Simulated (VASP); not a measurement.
```
CELL_PARAMETERS angstrom
      4.87181     0.00000     0.00000
      0.00000     4.87181     0.00000
      0.00000     0.00000     4.87181
ATOMIC_POSITIONS crystal
  Ag 0.75000 0.25000 0.75000
  Ag 0.25000 0.75000 0.75000
  Ag 0.75000 0.75000 0.25000
  Ag 0.25000 0.25000 0.25000
  O  0.00000 0.00000 0.00000
  O  0.50000 0.50000 0.50000
```

These are revPBE GGA, VASP's PBE PAW potentials (set 64) (plane waves; VASP 6.6.1) values and carry that method's errors. Settings: 520 eV cut-off, Gaussian smearing of 0.050 eV, potentials Ag O.

Question: Give the energies of bands 18 to 31 at the high-symmetry points, in eV from the Fermi level.

Answer: 
```csv
band,Γ,X,M,R
18,-2.73,-2.83,-2.98,-2.74
19,-2.73,-2.71,-2.82,-2.74
20,-2.56,-2.71,-2.82,-2.54
21,-2.56,-2.53,-2.70,-2.54
22,-2.56,-2.53,-2.70,-2.54
23,-2.44,-2.26,-1.74,-2.52
24,-2.44,-2.26,-1.74,-2.52
25,-2.44,-1.39,-1.40,-1.71
26,-0.06,-1.39,-1.40,-0.60
27,0.01,-0.39,-0.70,-0.60
28,0.01,-0.39,-0.70,-0.60
29,0.01,2.02,2.20,2.91
30,2.43,2.02,2.20,2.91
31,2.43,4.87,3.71,2.91
```

It has no gap at this level: it comes out as a metal or semimetal.

The compound is Ag2O in the cuprite structure. It was relaxed first, which changed the volume by +9 %.
